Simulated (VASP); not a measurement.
Computed with SCAN meta-GGA, VASP's PBE PAW potentials (set 64) (plane waves; VASP).

Input for VASP

File POSCAR:
```
MgH2
1
    4.3745938747     0.0000000000     0.0000000000
    0.0000000000     4.3745938747     0.0000000000
    0.0000000000     0.0000000000     2.9179300558
Mg H
2 4
Direct
  0.0000000000   0.0000000000   0.0000000000
  0.5000000000   0.5000000000   0.5000000000
  0.3046026935   0.3046026935   0.0000000000
  0.8046026935   0.1953973065   0.5000000000
  0.1953973065   0.8046026935   0.5000000000
  0.6953973065   0.6953973065   0.0000000000
```

KPOINTS:
```
Automatic mesh
0
Gamma
5 5 7
0 0 0
```

**INCAR**
```
ALGO = Normal
EDIFF = 1E-7
EDIFFG = -0.01
ENCUT = 520
IBRION = 2
ISIF = 4
ISMEAR = 0
LASPH = .TRUE.
LCHARG = .FALSE.
LMIXTAU = .TRUE.
LREAL = .FALSE.
LWAVE = .FALSE.
METAGGA = SCAN
NELM = 100
NSW = 30
PREC = Accurate
SIGMA = 0.05
SYSTEM = MgH2
```

POTCAR, in this order: Mg H (PBE.64 set). Program: vasp_std.

The resulting files:

OSZICAR:
```
       N       E                     dE             d eps       ncg     rms          rms(c)
DAV:   1    -0.558349916617E+01   -0.55835E+01   -0.34629E+03   392   0.792E+02
DAV:   2    -0.263547557909E+02   -0.20771E+02   -0.19684E+02   504   0.852E+01
DAV:   3    -0.269896285932E+02   -0.63487E+00   -0.63487E+00   528   0.209E+01
DAV:   4    -0.269906525029E+02   -0.10239E-02   -0.10239E-02   536   0.867E-01
DAV:   5    -0.269906587135E+02   -0.62106E-05   -0.62106E-05   552   0.499E-02    0.665E+00
DAV:   6    -0.248085675417E+02    0.21821E+01   -0.10847E+00   400   0.798E+00    0.341E+00
DAV:   7    -0.255219520074E+02   -0.71338E+00   -0.81693E-01   408   0.938E+00    0.790E-01
DAV:   8    -0.254007019431E+02    0.12125E+00   -0.66733E-02   440   0.227E+00    0.448E-01
DAV:   9    -0.253919338961E+02    0.87680E-02   -0.70725E-02   384   0.306E+00    0.423E-01
DAV:  10    -0.253866747082E+02    0.52592E-02   -0.48664E-02   384   0.252E+00    0.102E-01
DAV:  11    -0.253891469028E+02   -0.24722E-02   -0.22074E-03   456   0.593E-01    0.425E-02
DAV:  12    -0.253884133563E+02    0.73355E-03   -0.30043E-04   384   0.276E-01    0.272E-02
DAV:  13    -0.253890148367E+02   -0.60148E-03   -0.44058E-04   424   0.284E-01    0.367E-03
DAV:  14    -0.253888214572E+02    0.19338E-03   -0.46570E-05   432   0.104E-01    0.334E-03
DAV:  15    -0.253888627793E+02   -0.41322E-04   -0.30430E-06   448   0.231E-02    0.256E-03
DAV:  16    -0.253888030707E+02    0.59709E-04   -0.13950E-05   384   0.579E-02    0.533E-04
DAV:  17    -0.253888033259E+02   -0.25516E-06   -0.41922E-07   496   0.784E-03    0.244E-04
DAV:  18    -0.253888033354E+02   -0.94811E-08   -0.16599E-09   272   0.545E-04
   1 F= -.25388803E+02 E0= -.25388803E+02  d E =-.253888E+02
       N       E                     dE             d eps       ncg     rms          rms(c)
DAV:   1    -0.253902564384E+02   -0.14531E-02   -0.12784E-02   488   0.881E-01    0.480E-02
DAV:   2    -0.253902482133E+02    0.82251E-05   -0.89516E-05   400   0.911E-02    0.298E-02
DAV:   3    -0.253902784620E+02   -0.30249E-04   -0.66827E-05   400   0.994E-02    0.284E-03
DAV:   4    -0.253902547783E+02    0.23684E-04   -0.11481E-05   384   0.521E-02    0.201E-03
DAV:   5    -0.253902999748E+02   -0.45196E-04   -0.10194E-05   384   0.488E-02    0.513E-04
DAV:   6    -0.253902542660E+02    0.45709E-04   -0.76705E-06   384   0.419E-02    0.298E-04
DAV:   7    -0.253902543204E+02   -0.54471E-07   -0.24911E-07   448   0.584E-03
   2 F= -.25390254E+02 E0= -.25390254E+02  d E =-.145099E-02
       N       E                     dE             d eps       ncg     rms          rms(c)
DAV:   1    -0.253912803531E+02   -0.10261E-02   -0.40639E-02   504   0.157E+00    0.855E-02
DAV:   2    -0.253912584793E+02    0.21874E-04   -0.27901E-04   384   0.161E-01    0.531E-02
DAV:   3    -0.253913616198E+02   -0.10314E-03   -0.20966E-04   392   0.176E-01    0.504E-03
DAV:   4    -0.253912878503E+02    0.73769E-04   -0.37999E-05   384   0.948E-02    0.354E-03
DAV:   5    -0.253914230582E+02   -0.13521E-03   -0.33229E-05   384   0.882E-02    0.952E-04
DAV:   6    -0.253912837317E+02    0.13933E-03   -0.23389E-05   384   0.731E-02    0.520E-04
DAV:   7    -0.253912844943E+02   -0.76267E-06   -0.80459E-07   416   0.104E-02    0.260E-04
DAV:   8    -0.253912832613E+02    0.12331E-05   -0.14786E-07   400   0.476E-03    0.512E-05
DAV:   9    -0.253912832745E+02   -0.13274E-07   -0.11332E-08   256   0.168E-03
   3 F= -.25391283E+02 E0= -.25391283E+02  d E =-.247994E-02
       N       E                     dE             d eps       ncg     rms          rms(c)
DAV:   1    -0.253912834670E+02   -0.20572E-06   -0.39558E-05   504   0.490E-02    0.266E-03
DAV:   2    -0.253912834927E+02   -0.25673E-07   -0.27489E-07   400   0.502E-03
   4 F= -.25391283E+02 E0= -.25391283E+02  d E =-.248016E-02
       N       E                     dE             d eps       ncg     rms          rms(c)
DAV:   1    -0.253913906257E+02   -0.10716E-03   -0.29096E-03   392   0.532E-01    0.144E-02
DAV:   2    -0.253913920898E+02   -0.14640E-05   -0.21274E-05   432   0.477E-02    0.887E-03
DAV:   3    -0.253914018665E+02   -0.97767E-05   -0.92860E-06   392   0.363E-02    0.749E-04
DAV:   4    -0.253913942562E+02    0.76103E-05   -0.47853E-06   400   0.321E-02    0.690E-04
DAV:   5    -0.253913982676E+02   -0.40115E-05   -0.41024E-06   384   0.280E-02    0.970E-04
DAV:   6    -0.253913901568E+02    0.81109E-05   -0.14323E-06   416   0.154E-02    0.457E-05
DAV:   7    -0.253913901809E+02   -0.24120E-07   -0.43631E-08   312   0.307E-03
   5 F= -.25391390E+02 E0= -.25391390E+02  d E =-.106688E-03
       N       E                     dE             d eps       ncg     rms          rms(c)
DAV:   1    -0.253914379262E+02   -0.47769E-04   -0.29757E-03   384   0.540E-01    0.146E-02
DAV:   2    -0.253914393717E+02   -0.14456E-05   -0.22111E-05   432   0.484E-02    0.894E-03
DAV:   3    -0.253914485999E+02   -0.92282E-05   -0.91777E-06   400   0.360E-02    0.730E-04
DAV:   4    -0.253914411576E+02    0.74423E-05   -0.43854E-06   400   0.310E-02    0.650E-04
DAV:   5    -0.253914441785E+02   -0.30209E-05   -0.34878E-06   400   0.261E-02    0.891E-04
DAV:   6    -0.253914375496E+02    0.66290E-05   -0.11523E-06   416   0.138E-02    0.400E-05
DAV:   7    -0.253914375725E+02   -0.22921E-07   -0.46031E-08   328   0.324E-03
   6 F= -.25391438E+02 E0= -.25391438E+02  d E =-.154080E-03
```

File OUTCAR:
```
------------------------ aborting loop because EDIFF is reached ----------------------------------------
  FORCE on cell =-STRESS in cart. coord.  units (eV):
  Direction    XX          YY          ZZ          XY          YZ          ZX
  --------------------------------------------------------------------------------------
  Total        1.2687089      1.2687089      1.2684542      0.0000000      0.0000000      0.0000000
  in kB       36.4017463     36.4017463     36.3944382      0.0000000      0.0000000      0.0000000
  external PRESSURE =      36.3993103 kB  Pullay stress =       0.0000000 kB
  volume of cell :       55.84
      direct lattice vectors                 reciprocal lattice vectors
     4.353999768  0.000000000  0.000000000     0.229673875  0.000000000  0.000000000
    -0.000000000  4.353999768  0.000000000    -0.000000000  0.229673875  0.000000000
     0.000000000  0.000000000  2.945598536     0.000000000  0.000000000  0.339489577
 POSITION                                       TOTAL-FORCE (eV/Angst)
 -----------------------------------------------------------------------------------
      4.35400      0.00000      0.00000        -0.000000     -0.000000      0.000000
      2.17700      2.17700      1.47280        -0.000000     -0.000000      0.000000
      1.32613      1.32613      2.94560         0.001846      0.001846      0.000000
      3.50313      0.85087      1.47280         0.001846     -0.001846      0.000000
      0.85087      3.50313      1.47280        -0.001846      0.001846      0.000000
      3.02787      3.02787      0.00000        -0.001846     -0.001846      0.000000
 -----------------------------------------------------------------------------------
    total drift:                                0.000000      0.000000     -0.000000
  FREE ENERGIE OF THE ION-ELECTRON SYSTEM (eV)
  ---------------------------------------------------
  free  energy   TOTEN  =       -25.3914375725 eV

  energy  without entropy=      -25.3914375725  energy(sigma->0) =      -25.39143757

 reached required accuracy - stopping structural energy minimisation
```
(Selected blocks of OUTCAR.)

### CONTCAR
```
MgH2
   1.00000000000000
     4.3539997684721037    0.0000000000000000    0.0000000000000000
    -0.0000000000000000    4.3539997684721037    0.0000000000000000
     0.0000000000000000    0.0000000000000000    2.9455985356080130
  Mg              H
     2     4
Direct
     1.0000000000000000    0.0000000000000000    0.0000000000000000
     0.5000000000000000    0.5000000000000000    0.5000000000000000
     0.3045770868779905    0.3045770868779905    1.0000000000000000
     0.8045770868779907    0.1954229131220094    0.5000000000000000
     0.1954229131220094    0.8045770868779907    0.5000000000000000
     0.6954229131220093    0.6954229131220093    0.0000000000000000
```

The compound is MgH2 in the rutile structure. This cell is one point of a volume scan, at 0.94 of the reference volume. Symmetry was kept, so distortions that lower it aren't found.
